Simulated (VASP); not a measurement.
The input files of a VASP run:

File KPOINTS:
```
Automatic mesh
0
Gamma
 5 5 5
0 0 0
```

INCAR:
```
SYSTEM = Y(TiGa2)2
PREC = Accurate
ENCUT = 300
EDIFF = 1E-6
NELM = 100
ALGO = Normal
LREAL = .FALSE.
LASPH = .TRUE.
ISMEAR = 0
SIGMA = 0.136
GGA = PS
LMAXMIX = 4
LWAVE = .FALSE.
LCHARG = .FALSE.
ISIF = 2
```

**POSCAR**
```
Y(TiGa2)2
1.0
 -3.3250660000   3.3250660000   2.6856470000
  3.3250660000  -3.3250660000   2.6856470000
  3.3250660000   3.3250660000  -2.6856470000
Y Ti Ga
1 2 4
Cartesian
  0.0000000000   0.0000000000   0.0000000000
 -0.0000000000   3.3250660000   1.3428235000
  3.3250660000   0.0000000000   1.3428235000
  1.3068174393  -1.3068174393   2.6856470000
 -1.3068174393   1.3068174393   2.6856470000
  1.3068174393   1.3068174393   2.6856470000
  2.0182485607   2.0182485607  -0.0000000000
```

POTCAR, in this order: Y_sv Ti_sv Ga_d (PBE.64 set). Program: vasp_std.

Task: Translate this PBEsol calculation to Quantum ESPRESSO's pw.x.

Result: One equivalent input (not run):
```
&CONTROL
  calculation = 'scf'
  pseudo_dir = './pseudo'
  outdir = './out'
  tprnfor = .true.
  tstress = .true.
/
&SYSTEM
  ibrav = 0
  nat = 7
  ntyp = 3
  ecutwfc = 84
  occupations = 'smearing'
  smearing = 'gaussian'
  degauss = 0.009996
  input_dft = 'pbesol'
/
&ELECTRONS
  conv_thr = 7.3e-08
  electron_maxstep = 100
/
ATOMIC_SPECIES
  Y 88.906 Y.upf
  Ti 47.867 Ti.upf
  Ga 69.723 Ga.upf
CELL_PARAMETERS angstrom
    -3.3250660    3.3250660    2.6856470
     3.3250660   -3.3250660    2.6856470
     3.3250660    3.3250660   -2.6856470
ATOMIC_POSITIONS crystal
  Y    0.0000000  0.0000000  0.0000000
  Ti   0.7500000  0.2500000  0.5000000
  Ti   0.2500000  0.7500000  0.5000000
  Ga   0.3034900  0.6965100  0.0000000
  Ga   0.6965100  0.3034900  0.0000000
  Ga   0.6965100  0.6965100  0.3930200
  Ga   0.3034900  0.3034900  0.6069800
K_POINTS automatic
  5 5 5 0 0 0
```
The two are equivalent in intent, not identical: the potentials are each code's own (VASP's PAW set, PseudoDojo norm-conserving files in pw.x), so ENCUT and ecutwfc are chosen apart and not converted; conv_thr bounds pw.x's estimated SCF error, while EDIFF bounds the energy change between steps.

The structure comes from a computed database's Ga4Ti2Y entry (I4/mmm); how it stands against other phases isn't given here. The cell was not relaxed at this level, and its volume differs by -5.9 % from the start's. The k-mesh is coarse (spacing up to 0.30 per Å, 2π included), so the numbers may not be converged in it.
